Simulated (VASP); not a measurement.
Input of a VASP 6.6.1 run:

The input POSCAR:

```
MgO
1.0
    0.0000000000      2.0964156981      2.0964156981
    2.0964156981      0.0000000000      2.0964156981
    2.0964156981      2.0964156981      0.0000000000
  Mg              O
     1     1
Direct
     0.0000000000000000    0.0000000000000000    0.0000000000000000
     0.5000000000000000    0.5000000000000000    0.5000000000000000
```

The input INCAR.step1:

```
PREC = Accurate ; ENCUT = 600
EDIFF = 1E-8 ; ISMEAR = 0
SIGMA = 0.03 ; LREAL = False
LASPH = True ; NELM = 80
ALGO = Normal ; ISIF = 3
LWAVE = False ; LCHARG = False
METAGGA = R2SCAN ; LMIXTAU = True
IBRION = 2 ; NSW = 40
EDIFFG = -0.002
```

Contents of INCAR.step2:

```
PREC = Accurate ; ENCUT = 600
EDIFF = 1E-8 ; ISMEAR = 0
SIGMA = 0.03 ; LREAL = False
LASPH = True ; NELM = 80
ALGO = Normal ; ISIF = 3
LWAVE = False ; LCHARG = False
METAGGA = R2SCAN ; LMIXTAU = True
IBRION = 6 ; NFREE = 2
POTIM = 0.015 ; NSW = 1
```

File KPOINTS:

```
regular mesh
0
Gamma
  12 12 12
```

Potentials or basis: VASP PAW PBE potentials, release 64 (Mg, O).

Launch:

```bash
$ cat potpaw_PBE.64/Mg/POTCAR potpaw_PBE.64/O/POTCAR > POTCAR
$ cp INCAR.step1 INCAR
$ mpirun -np 1 vasp_std > vasp.out
$ cp CONTCAR POSCAR
$ cp INCAR.step2 INCAR
$ mpirun -np 1 vasp_std > vasp.out
```

**Question.** What does it give for the elastic constants C11, C12, C44?

**Answer.** 322, 96, 159 GPa.

**Question.** What does it give for the Voigt bulk modulus?

**Answer.** 171 GPa.

**Question.** What does it give for the highest phonon frequency at Γ, LO-TO splitting left out?

**Answer.** 409 cm⁻¹.

Clamped-ion elastic tensor (GPa):
```
322  96  96   0   0   0
 96 322  96   0   0   0
 96  96 322   0   0   0
  0   0   0 159   0   0
  0   0   0   0 159   0
  0   0   0   0   0 159
```

Caveat: the PAW data sets were made with another functional, which shifts forces and pressure a little.
